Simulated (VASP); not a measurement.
A VASP calculation is set up with these files.

File POSCAR:
```
NiN
1.0
  0.0000000000   2.2516660000   2.2516660000
  2.2516660000   0.0000000000   2.2516660000
  2.2516660000   2.2516660000   0.0000000000
Ni N
1 1
Cartesian
  0.0000000000   0.0000000000   0.0000000000
  1.1258330000   1.1258330000   1.1258330000
```

INCAR:
```
ALGO=Normal
EDIFF=1E-6
EDIFFG=-0.01
ENCUT=520
GGA=PE
IBRION=2
ISIF=3
ISMEAR=1
ISPIN=2
LASPH=.TRUE.
LCHARG=.FALSE.
LMAXMIX=4
LORBIT=10
LREAL=.FALSE.
LWAVE=.FALSE.
MAGMOM=2.0 0.0
NELM=100
NSW=60
PREC=Accurate
SIGMA=0.1
SYSTEM=NiN
```

**KPOINTS**
```
Automatic mesh
0
Gamma
13 13 13
0 0 0
```

POTCAR, in this order: Ni N (PBE.64 set). Program: vasp_std.

Q: Write an equivalent input for Quantum ESPRESSO's pw.x.

A: One equivalent input (not run):
```
&CONTROL
  calculation = 'vc-relax'
  pseudo_dir = './pseudo'
  outdir = './out'
  tprnfor = .true.
  tstress = .true.
  nstep = 60
  forc_conv_thr = 0.00039
/
&SYSTEM
  ibrav = 0
  nat = 2
  ntyp = 2
  ecutwfc = 98
  occupations = 'smearing'
  smearing = 'methfessel-paxton'
  degauss = 0.00735
  input_dft = 'pbe'
  nspin = 2
  starting_magnetization(1) = 0.2
/
&ELECTRONS
  conv_thr = 7.3e-08
  electron_maxstep = 100
/
&IONS
/
&CELL
/
ATOMIC_SPECIES
  Ni 58.693 Ni.upf
  N 14.007 N.upf
CELL_PARAMETERS angstrom
     0.0000000    2.2516660    2.2516660
     2.2516660    0.0000000    2.2516660
     2.2516660    2.2516660    0.0000000
ATOMIC_POSITIONS crystal
  Ni   0.0000000  0.0000000  0.0000000
  N    0.2500000  0.2500000  0.2500000
K_POINTS automatic
  13 13 13 0 0 0
```
Limits of the translation: the potentials are each code's own (VASP's PAW set, PseudoDojo norm-conserving files in pw.x), so ENCUT and ecutwfc are chosen apart and not converted; conv_thr bounds pw.x's estimated SCF error, while EDIFF bounds the energy change between steps; starting_magnetization is a fraction of the valence charge and MAGMOM a moment in μB, so they match only roughly; forc_conv_thr acts on force components and is met together with etot_conv_thr.

The structure was generated: NiN was put into the zinc blende type (F-43m), which need not be its known phase. This run relaxes it. Symmetry was kept, so distortions that lower it aren't found.
